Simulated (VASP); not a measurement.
An input for Ansatz (written as the equivalent of a VASP run, and not itself run):

Ansatz 0.2 input:
```yaml
crystal:
  lattice:
    - [3.8885160, 0.0000000, 0.0000000]
    - [-1.9442580, 3.3675540, 0.0000000]
    - [0.0000000, 0.0000000, 4.7645010]
  atoms:
    - { symbol: C, position: [0.3178140, 0.6582690, 0.2621240] }
    - { symbol: C, position: [0.6933800, 0.3394710, 0.7741510] }
    - { symbol: Ir, position: [0.0106520, 0.0064900, 0.0032390] }
    - { symbol: Ir, position: [-0.0314050, -0.0399620, 0.4853820] }
    - { symbol: Ir, position: [0.3129810, 0.6794730, 0.7194340] }
    - { symbol: Ir, position: [0.6965780, 0.3562600, 0.2556700] }
kpoints:
  mp_grid: { grid: [5, 5, 3] }
hamiltonian:
  xc: pbe
  pseudopotentials: { kind: paw }
scf:
  occupations: { method: gaussian, width: 0.05 }
  max_iter: 100
output: { forces: true, stress: true, eigenvalues: true }
```

**Question.** Write the VASP files for the same calculation (PBE).

**Answer.** This is not unique; one that fits is 
**INCAR**
```
# general
SYSTEM =Ir2C
PREC   =Accurate
ENCUT  =400
LREAL  =.False.
LASPH  =.True.

# electronic loop
EDIFF  =1E-6
NELM   =100
ALGO   =Normal
LMAXMIX=6

# smearing
ISMEAR =0
SIGMA  =0.05

# functional
GGA    =PE

# ions
ISIF   =2

# output
LWAVE  =.False.
LCHARG =.False.
```

**KPOINTS**
```
Automatic mesh
0
G
5 5 3
```

POSCAR:
```
Ir2C
4.7645010
  0.8161433905   0.0000000000   0.0000000000
 -0.4080716952   0.7068009850   0.0000000000
  0.0000000000   0.0000000000   1.0000000000
C Ir
2 4
Cart
 -0.0092391513   0.4652651776   0.2621240000
  0.4273689976   0.2399384372   0.7741510000
  0.0060451741   0.0045871384   0.0032390000
 -0.0093236221  -0.0282451810   0.4853820000
 -0.0218363245   0.4802521857   0.7194340000
  0.4231279085   0.2518049189   0.2556700000
```

POTCAR, in this order: C Ir (PBE.64 set). Program: vasp_std.

The two are equivalent in intent, not identical: each code has its own PAW files, so the cut-off isn't converted (ENCUT is set for VASP's; basis.ecutwfc is left out, and Ansatz then takes the one that its files recommend); Ansatz stops its SCF on the density residual and VASP on the energy change (EDIFF).

The structure was generated: Ir2C was put into an ordered model structure, which need not be its known phase. The cell was not relaxed at this level, atoms are displaced from their ideal sites. The k-mesh is coarse (spacing up to 0.44 per Å, 2π included), so the numbers may not be converged in it.
